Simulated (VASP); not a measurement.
Computed with PBE GGA with D4 dispersion, VASP's PBE PAW potentials (set 64) (plane waves; VASP 6.6.1).

Input for VASP

INCAR:
```
ALGO = Normal   ! blocked Davidson
ISMEAR = 1
LCHARG = F
SIGMA = 0.1   ! width (eV)
GGA = PE
LASPH = T   ! aspherical one-centre terms
ISIF = 2   ! forces and stress, cell fixed
LMAXMIX = 4
LREAL = F   ! projection in real space or not
PREC = Accurate
NELM = 100
EDIFF = 1E-7   ! SCF stop (eV)
IVDW = 13   ! D4
ENCUT = 520   ! plane-wave cut-off (eV)
SYSTEM = NiAl
LWAVE = F
```

File KPOINTS:
```
Regular mesh
0
Gamma
  13 13 13
0 0 0
```

**POSCAR**
```
NiAl
1
    2.8038016823     0.0000000000     0.0000000000
    0.0000000000     2.8038016823     0.0000000000
    0.0000000000     0.0000000000     2.8038016823
Al Ni
1 1
Direct
  0.5000000000   0.5000000000   0.5000000000
  0.0000000000   0.0000000000   0.0000000000
```

POTCAR, in this order: Al Ni (PBE.64 set). Program: vasp_std.

Output of the run:

File OSZICAR:
```
       N       E                     dE             d eps       ncg     rms          rms(c)
DAV:   1     0.417224422711E+02    0.41722E+02   -0.59350E+03  1736   0.142E+03
DAV:   2    -0.106421227752E+02   -0.52365E+02   -0.49811E+02  1700   0.209E+02
DAV:   3    -0.119211428884E+02   -0.12790E+01   -0.12695E+01  2002   0.432E+01
DAV:   4    -0.119407786435E+02   -0.19636E-01   -0.19629E-01  1974   0.483E+00
DAV:   5    -0.119413320839E+02   -0.55344E-03   -0.55342E-03  1920   0.801E-01    0.125E+01
DAV:   6    -0.133551824628E+02   -0.14139E+01   -0.54215E+01  1864   0.131E+02    0.144E+01
DAV:   7    -0.104489976996E+02    0.29062E+01   -0.15654E+01  1854   0.779E+01    0.108E+00
DAV:   8    -0.104450573700E+02    0.39403E-02   -0.30709E-01  1994   0.693E+00    0.108E+00
DAV:   9    -0.104301910452E+02    0.14866E-01   -0.55224E-02  1934   0.397E+00    0.174E-01
DAV:  10    -0.104299508995E+02    0.24015E-03   -0.88473E-04  1882   0.431E-01    0.990E-02
DAV:  11    -0.104299372767E+02    0.13623E-04   -0.66731E-05  2420   0.128E-01    0.298E-02
DAV:  12    -0.104299353538E+02    0.19229E-05   -0.60165E-06  1880   0.409E-02    0.477E-03
DAV:  13    -0.104299352304E+02    0.12343E-06   -0.15832E-07  1146   0.455E-03    0.224E-03
DAV:  14    -0.104299352337E+02   -0.33126E-08   -0.46242E-08   864   0.290E-03
   1 F= -.11381415E+02 E0= -.11381406E+02  d E =-.243081E-04
```

### OUTCAR
```
------------------------ aborting loop because EDIFF is reached ----------------------------------------
  Edisp (eV):   -0.95148
  FORCE on cell =-STRESS in cart. coord.  units (eV):
  Direction    XX          YY          ZZ          XY          YZ          ZX
  --------------------------------------------------------------------------------------
  Total       1.62188     1.62188     1.62188    -0.00000    -0.00000     0.00000
  in kB     117.89260   117.89260   117.89260    -0.00000    -0.00000     0.00000
  external pressure =      117.89 kB  Pullay stress =        0.00 kB
  volume of cell :       22.04
      direct lattice vectors                 reciprocal lattice vectors
     2.803801682  0.000000000  0.000000000     0.356658606  0.000000000  0.000000000
     0.000000000  2.803801682  0.000000000     0.000000000  0.356658606  0.000000000
     0.000000000  0.000000000  2.803801682     0.000000000  0.000000000  0.356658606
 POSITION                                       TOTAL-FORCE (eV/Angst)
 -----------------------------------------------------------------------------------
      1.40190      1.40190      1.40190         0.000000      0.000000      0.000000
      0.00000      0.00000      0.00000         0.000000      0.000000      0.000000
 -----------------------------------------------------------------------------------
    total drift:                                0.000000      0.000000      0.000000
  FREE ENERGIE OF THE ION-ELECTRON SYSTEM (eV)
  ---------------------------------------------------
  free  energy   TOTEN  =       -11.3814145108 eV

  energy  without entropy=      -11.3813902027  energy(sigma->0) =      -11.38140641
```
(Selected blocks of OUTCAR.)

**OUTCAR**
```
 val. band max:       11.0902210819   @ k =   0.3846   0.2308   0.1538

 cond. band min:      11.1907146697   @ k =   0.3846   0.3077   0.1538


 Fermi energy:        11.1199060048

 k-point     1 :       0.0000    0.0000    0.0000
  band No.  band energies     occupation
      1      -0.6037      2.00000
      2       7.5074      2.00000
      3       7.5074      2.00000
      4       9.4298      2.00000
      5       9.4298      2.00000
      6       9.4298      2.00000
      7      17.0030      0.00000
      8      17.0030      0.00000
      9      17.0030      0.00000
     10      19.5379      0.00000

 k-point     2 :       0.0769    0.0000    0.0000
  band No.  band energies     occupation
      1      -0.4882      2.00000
      2       7.5008      2.00000
      3       7.5364      2.00000
      4       9.3773      2.00000
      5       9.3773      2.00000
      6       9.4355      2.00000
      7      15.8328      0.00000
      8      17.1553      0.00000
      9      17.1553      0.00000
     10      19.5369      0.00000

 k-point     3 :       0.1538    0.0000    0.0000
  band No.  band energies     occupation
      1      -0.1439      2.00000
      2       7.4477      2.00000
      3       7.6178      2.00000
      4       9.2379      2.00000
      5       9.2379      2.00000
      6       9.4513      2.00000
      7      14.0306      0.00000
      8      17.5951      0.00000
      9      17.5951      0.00000
     10      19.5337      0.00000

 k-point     4 :       0.2308    0.0000    0.0000
  band No.  band energies     occupation
      1       0.4224      2.00000
      2       7.2358      2.00000
      3       7.7359      2.00000
      4       9.0546      2.00000
      5       9.0546      2.00000
      6       9.4738      2.00000
      7      12.4194     -0.00000
      8      18.2811      0.00000
      9      18.2811      0.00000
     10      19.5283      0.00000

 k-point     5 :       0.3077    0.0000    0.0000
...
```

The compound is NiAl in the CsCl type structure. This cell is one point of a volume scan, at 0.94 of the reference volume. The run is not spin-polarised, so no magnetic state was tried. The electron count is odd and the run is not spin-polarised, which forces a metal.
